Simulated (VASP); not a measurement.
Level of theory: AM05 GGA, VASP's PBE PAW potentials (set 64) (plane waves; VASP).

A VASP calculation is set up with these files.

**POSCAR**
```
SiO2
1.0
  4.1099551635   0.0000000000   0.0000000000
  0.0000000000   4.1099551635   0.0000000000
  0.0000000000   0.0000000000   2.6257658947
Si O
2 4
Direct
  1.0000000000   1.0000000000   0.0000000000
  0.5000000000   0.5000000000   0.5000000000
  0.3060938280   0.3060938280   0.0000000000
  0.8060938280   0.1939061720   0.5000000000
  0.1939061720   0.8060938280   0.5000000000
  0.6939061720   0.6939061720   1.0000000000
```

**KPOINTS**
```
Automatic mesh
0
Gamma
5 5 8
0 0 0
```

### INCAR
```
# general
SYSTEM = SiO2
PREC   = Accurate
ENCUT  = 520
LREAL  = .FALSE.
LASPH  = .TRUE.

# electronic loop
EDIFF  = 1E-7
NELM   = 100
ALGO   = Normal

# smearing
ISMEAR = 0
SIGMA  = 0.05

# functional
GGA    = AM

# ions
IBRION = 2
NSW    = 30
ISIF   = 4
EDIFFG = -0.01

# output
LWAVE  = .FALSE.
LCHARG = .FALSE.
```

POTCAR, in this order: Si O (PBE.64 set). Program: vasp_std.

Output of the run:

**OSZICAR**
```
       N       E                     dE             d eps       ncg     rms          rms(c)
DAV:   1     0.167864765866E+03    0.16786E+03   -0.18479E+04  1208   0.155E+03
DAV:   2    -0.450381897708E+02   -0.21290E+03   -0.20507E+03  1580   0.330E+02
DAV:   3    -0.518937417965E+02   -0.68556E+01   -0.68380E+01  1436   0.635E+01
DAV:   4    -0.519445532963E+02   -0.50811E-01   -0.50757E-01  1416   0.627E+00
DAV:   5    -0.519450872114E+02   -0.53392E-03   -0.53384E-03  1392   0.619E-01    0.185E+01
DAV:   6    -0.477823016912E+02    0.41628E+01   -0.15546E+01  1356   0.282E+01    0.901E+00
DAV:   7    -0.477481243842E+02    0.34177E-01   -0.56762E-01  1408   0.518E+00    0.319E+00
DAV:   8    -0.477469727228E+02    0.11517E-02   -0.22526E-02  1368   0.149E+00    0.101E+00
DAV:   9    -0.477494439772E+02   -0.24713E-02   -0.65635E-03  1412   0.831E-01    0.320E-01
DAV:  10    -0.477496250785E+02   -0.18110E-03   -0.30133E-04  1412   0.158E-01    0.276E-02
DAV:  11    -0.477496182091E+02    0.68694E-05   -0.61354E-05  1416   0.593E-02    0.757E-03
DAV:  12    -0.477496193148E+02   -0.11057E-05   -0.44872E-06  1408   0.181E-02    0.347E-03
DAV:  13    -0.477496194473E+02   -0.13249E-06   -0.66232E-07  1420   0.693E-03    0.379E-03
DAV:  14    -0.477496194834E+02   -0.36050E-07   -0.91971E-08   832   0.247E-03
   1 F= -.47749619E+02 E0= -.47749619E+02  d E =-.477496E+02
       N       E                     dE             d eps       ncg     rms          rms(c)
DAV:   1    -0.477473911764E+02    0.22283E-02   -0.12547E+01  1224   0.301E+01    0.103E+00
DAV:   2    -0.477674356372E+02   -0.20044E-01   -0.33938E-01  1436   0.465E+00    0.517E-01
DAV:   3    -0.477597920900E+02    0.76435E-02   -0.70711E-03  1396   0.911E-01    0.216E-01
DAV:   4    -0.477588156126E+02    0.97648E-03   -0.55640E-03  1408   0.655E-01    0.558E-02
DAV:   5    -0.477588312331E+02   -0.15621E-04   -0.81227E-04  1368   0.247E-01    0.304E-02
DAV:   6    -0.477588255895E+02    0.56437E-05   -0.54642E-05  1388   0.757E-02    0.152E-02
DAV:   7    -0.477588202267E+02    0.53628E-05   -0.10683E-05  1364   0.384E-02    0.304E-03
DAV:   8    -0.477588205673E+02   -0.34067E-06   -0.33293E-06  1412   0.136E-02    0.221E-03
DAV:   9    -0.477588204890E+02    0.78367E-07   -0.85644E-07  1384   0.940E-03
   2 F= -.47758820E+02 E0= -.47758820E+02  d E =-.920101E-02
       N       E                     dE             d eps       ncg     rms          rms(c)
DAV:   1    -0.477630684829E+02   -0.42479E-02   -0.18908E+00  1232   0.117E+01    0.413E-01
DAV:   2    -0.477661559146E+02   -0.30874E-02   -0.51185E-02  1432   0.181E+00    0.196E-01
DAV:   3    -0.477650243343E+02    0.11316E-02   -0.98293E-04  1404   0.343E-01    0.823E-02
DAV:   4    -0.477648688471E+02    0.15549E-03   -0.85268E-04  1408   0.258E-01    0.199E-02
DAV:   5    -0.477648783885E+02   -0.95414E-05   -0.17016E-04  1360   0.120E-01    0.148E-02
DAV:   6    -0.477648697655E+02    0.86230E-05   -0.15479E-05  1364   0.442E-02    0.445E-03
DAV:   7    -0.477648700370E+02   -0.27149E-06   -0.26651E-06  1412   0.122E-02    0.323E-03
DAV:   8    -0.477648699263E+02    0.11062E-06   -0.24707E-07  1036   0.501E-03    0.136E-03
DAV:   9    -0.477648699346E+02   -0.82196E-08   -0.68536E-08   716   0.229E-03
   3 F= -.47764870E+02 E0= -.47764870E+02  d E =-.152505E-01
       N       E                     dE             d eps       ncg     rms          rms(c)
DAV:   1    -0.477670471924E+02   -0.21773E-02   -0.13780E-01  1348   0.327E+00    0.267E-01
DAV:   2    -0.477661154220E+02    0.93177E-03   -0.15683E-03  1380   0.343E-01    0.149E-01
DAV:   3    -0.477656215971E+02    0.49382E-03   -0.62638E-04  1404   0.229E-01    0.900E-03
DAV:   4    -0.477656259332E+02   -0.43361E-05   -0.44137E-05  1348   0.536E-02    0.867E-03
DAV:   5    -0.477656260240E+02   -0.90752E-07   -0.64304E-07  1420   0.767E-03
   4 F= -.47765626E+02 E0= -.47765626E+02  d E =-.756089E-03
       N       E                     dE             d eps       ncg     rms          rms(c)
DAV:   1    -0.477657059899E+02   -0.80057E-04   -0.42697E-03  1344   0.577E-01    0.472E-02
DAV:   2    -0.477656774402E+02    0.28550E-04   -0.48171E-05  1380   0.601E-02    0.264E-02
DAV:   3    -0.477656622720E+02    0.15168E-04   -0.19192E-05  1408   0.402E-02    0.152E-03
DAV:   4    -0.477656623724E+02   -0.10048E-06   -0.13385E-06  1320   0.932E-03    0.147E-03
DAV:   5    -0.477656623614E+02    0.11010E-07   -0.16766E-08   724   0.131E-03
   5 F= -.47765662E+02 E0= -.47765662E+02  d E =-.792427E-03
```

OUTCAR:
```
------------------------ aborting loop because EDIFF is reached ----------------------------------------
  FORCE on cell =-STRESS in cart. coord.  units (eV):
  Direction    XX          YY          ZZ          XY          YZ          ZX
  --------------------------------------------------------------------------------------
  Total        5.7193286      5.7193286      5.7197667      0.0000000      0.0000000      0.0000000
  in kB      206.5976908    206.5976908    206.6135163      0.0000000      0.0000000      0.0000000
  external PRESSURE =     206.6029660 kB  Pullay stress =       0.0000000 kB
  volume of cell :       44.35
      direct lattice vectors                 reciprocal lattice vectors
     4.096158768  0.000000000  0.000000000     0.244131162  0.000000000  0.000000000
    -0.000000000  4.096158768  0.000000000    -0.000000000  0.244131162  0.000000000
     0.000000000  0.000000000  2.643483524     0.000000000  0.000000000  0.378288720
 POSITION                                       TOTAL-FORCE (eV/Angst)
 -----------------------------------------------------------------------------------
     -0.00000      4.09616      0.00000         0.000000     -0.000000      0.000000
      2.04808      2.04808      1.32174         0.000000     -0.000000      0.000000
      1.24484      1.24484      0.00000        -0.000405     -0.000405      0.000000
      3.29292      0.80324      1.32174        -0.000405      0.000405     -0.000000
      0.80324      3.29292      1.32174         0.000405     -0.000405      0.000000
      2.85132      2.85132      0.00000         0.000405      0.000405     -0.000000
 -----------------------------------------------------------------------------------
    total drift:                                0.000000     -0.000000      0.000000
  FREE ENERGIE OF THE ION-ELECTRON SYSTEM (eV)
  ---------------------------------------------------
  free  energy   TOTEN  =       -47.7656623614 eV

  energy  without entropy=      -47.7656623614  energy(sigma->0) =      -47.76566236

 reached required accuracy - stopping structural energy minimisation
```
(Selected blocks of OUTCAR.)

### CONTCAR
```
SiO2
   1.00000000000000
     4.0961587680045941    0.0000000000000000    0.0000000000000000
    -0.0000000000000000    4.0961587680045941    0.0000000000000000
     0.0000000000000000    0.0000000000000000    2.6434835242808448
  Si              O
     2     4
Direct
     0.0000000000000000    1.0000000000000000    0.0000000000000000
     0.5000000000000000    0.5000000000000000    0.5000000000000000
     0.3039035418231122    0.3039035418231122    0.0000000000000000
     0.8039035418231123    0.1960964581768878    0.5000000000000000
     0.1960964581768878    0.8039035418231123    0.5000000000000000
     0.6960964581768877    0.6960964581768877    0.0000000000000000
```

File OUTCAR:
```
 val. band max:        8.9346355703   @ k =   0.0000   0.0000   0.0000

 cond. band min:      15.3575880940   @ k =   0.0000   0.0000   0.0000


 Fermi energy:         9.1651831393

 k-point     1 :       0.0000    0.0000    0.0000
  band No.  band energies     occupation
      1     -14.1176      2.00000
      2     -10.1760      2.00000
      3     -10.1760      2.00000
      4      -9.7715      2.00000
      5      -2.4377      2.00000
      6       2.1183      2.00000
      7       2.1473      2.00000
      8       2.1473      2.00000
      9       3.1738      2.00000
     10       3.5860      2.00000
     11       5.5834      2.00000
     12       5.5834      2.00000
     13       6.4021      2.00000
     14       8.0019      2.00000
     15       8.0019      2.00000
     16       8.9346      2.00000
     17      15.3576      0.00000
     18      15.5268      0.00000
     19      17.5163      0.00000
     20      17.5163      0.00000

 k-point     2 :       0.2000    0.0000    0.0000
  band No.  band energies     occupation
      1     -13.8914      2.00000
      2     -11.0563      2.00000
      3     -10.0555      2.00000
      4      -9.3885      2.00000
      5      -2.1490      2.00000
      6       1.1632      2.00000
      7       2.2398      2.00000
      8       2.9420      2.00000
      9       3.3437      2.00000
     10       4.2963      2.00000
     11       5.2236      2.00000
     12       5.6874      2.00000
     13       6.4137      2.00000
     14       7.1664      2.00000
     15       7.9337      2.00000
     16       8.6086      2.00000
     17      15.9177      0.00000
     18      15.9261      0.00000
     19      17.6554      0.00000
     20      17.6769      0.00000

 k-point     3 :       0.4000    0.0000    0.0000
  band No.  band energies     occupation
      1     -13.2359      2.00000
      2     -12.2321      2.00000
      3      -9.7459      2.00000
      4      -9.4213      2.00000
      5      -1.3698      2.00000
...
```

The compound is SiO2 in the rutile structure, stishovite, a high-pressure form. This cell is one point of a volume scan, at 0.94 of the reference volume. Symmetry was kept, so distortions that lower it aren't found.
